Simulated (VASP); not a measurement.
Wanted: the native input for a VASP 6.6.1 run.

```
Task                   : single point
Functional             : PBE
Potentials or basis    : VASP PAW PBE potentials, release 64 (Sb, Bi_d, S)
Cutoff                 : 520 eV
k mesh                 : 7 × 7 × 2
Occupations            : gaussian, width 0.15 eV
Spin                   : no spin polarisation
Further INCAR settings : PREC = Normal; LREAL = Auto; ALGO = Fast; EDIFF = 1e-05
```

The structure of BiSbS4 lies in POSCAR:

```
BiSbS4
1.0
    7.6229620000      0.0000000000      0.0000000000
   -1.9057400000      3.3008390000      0.0000000000
    0.0000000000      0.0000000000     13.1476400000
Sb Bi S
2 2 8
Direct
    0.0000000000      0.0000000000      0.0000000000
    0.5000000000      0.0000000000      0.0000000000
    0.0000000000      0.0000000000      0.5000000000
    0.5000000000      0.0000000000      0.5000000000
    0.1666665000      0.6666670000      0.8849850000
    0.6666665000      0.6666670000      0.8849850000
    0.1666665000      0.6666670000      0.3749730000
    0.6666665000      0.6666670000      0.3749730000
    0.3333335000      0.3333330000      0.6250270000
    0.8333335000      0.3333330000      0.6250270000
    0.3333335000      0.3333330000      0.1150150000
    0.8333335000      0.3333330000      0.1150150000
```

The cell was built by a generator and needn't be a form met in nature.

The input as run:

INCAR

```
SYSTEM = BiSbS4
ALGO = Fast ; EDIFF = 1E-5
ENCUT = 520 ; GGA = PE
ISIF = 2 ; ISMEAR = 0
LASPH = .TRUE. ; LCHARG = .FALSE.
LREAL = Auto ; LWAVE = .FALSE.
NELM = 80 ; PREC = Normal
SIGMA = 0.15
```

KPOINTS

```
k-points
0
G
  7 7 2
  0 0 0
```

Potentials or basis: VASP PAW PBE potentials, release 64 (Sb, Bi_d, S).

Launch:

```bash
$ cat potpaw_PBE.64/Sb/POTCAR potpaw_PBE.64/Bi_d/POTCAR potpaw_PBE.64/S/POTCAR > POTCAR
$ mpirun -np 1 vasp_std > vasp.out
```

Results of the run:

```yaml
Pressure: 0.1 GPa
Largest_force: 0.038 eV/Å
Band_gap_on_the_k_mesh: none (metal or under the smearing width)
```

Caveat: spin-orbit coupling is left out, which moves the levels of the heavy elements; this functional lacks dispersion, which binds the layers, so the pressure and a relaxed spacing across them are unreliable.

It took 5.7 min on 1 thread of Intel(R) Xeon(R) Platinum 8488C (Sapphire Rapids), on a shared host, peak memory 0.49 GiB.
